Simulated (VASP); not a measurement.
Data:

```yaml
crystal:
  lattice:
    - [4.31531, 0.00000, 0.00000]
    - [-2.15766, 3.73717, 0.00000]
    - [0.00000, 0.00000, 9.45893]
  atoms:
    - { symbol: Sr, position: [0.66667, 0.33333, 0.75261] }
    - { symbol: Sr, position: [0.66667, 0.33333, 0.24739] }
    - { symbol: Al, position: [0.00000, 0.00000, 0.50000] }
    - { symbol: Ga, position: [0.00000, 0.00000, 0.00000] }
    - { symbol: Ga, position: [0.33333, 0.66667, 0.50000] }
    - { symbol: Ga, position: [0.33333, 0.66667, 0.00000] }
```

These are PBEsol GGA with spin-orbit coupling, VASP's PBE PAW potentials (set 64) (plane waves; VASP) values and carry that method's errors. Numerical set-up: 400 eV cut-off, 8×8×3 Γ-centred mesh, Gaussian smearing of 0.050 eV, potentials Sr_sv Al Ga_d.

### Question
What does the run give for the energy per atom (σ→0), band gap (over mesh and band path) with the smallest direct gap where there is one?

### Answer

The band gap (over mesh and band path) is none (metal, semimetal or under 0.01 eV) and the energy per atom (σ→0) is -3.444 eV/atom.

Total energies compare only between runs with the same potentials, cut-off and functional.

The structure comes from a computed database's Sr2AlGa3 entry (P-6m2); how it stands against other phases isn't given here. It was relaxed first.
